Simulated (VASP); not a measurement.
Given:

```
CELL_PARAMETERS angstrom
      1.23328    -2.13611     0.00000
      1.23328     2.13611     0.00000
      0.00000     0.00000     6.95238
ATOMIC_POSITIONS crystal
  C  0.00000 0.00000 0.25000
  C  0.00000 0.00000 0.75000
  C  0.33333 0.66667 0.25000
  C  0.66667 0.33333 0.75000
```

All values below come from PBE GGA with D3 dispersion (zero damping), VASP's PBE PAW potentials (set 64) (plane waves; VASP). Run with 520 eV cut-off, 11×11×4 Γ-centred mesh, tetrahedra with Blöchl corrections, potentials C.

The cores are frozen, which limits the accuracy of field gradients.

**Question.** Give the principal components of the electric field gradient (V/Å²) and the asymmetry η at each nucleus.

**Answer.** 
| atom | Vxx | Vyy | Vzz | η |
|---|---|---|---|---|
| C1 | -15.6 | -15.6 | 31.1 | 0.00 |
| C2 | -15.6 | -15.6 | 31.1 | 0.00 |
| C3 | -14.9 | -14.9 | 29.8 | 0.00 |
| C4 | -14.9 | -14.9 | 29.8 | 0.00 |

The compound is C in the graphite structure. It was relaxed first.
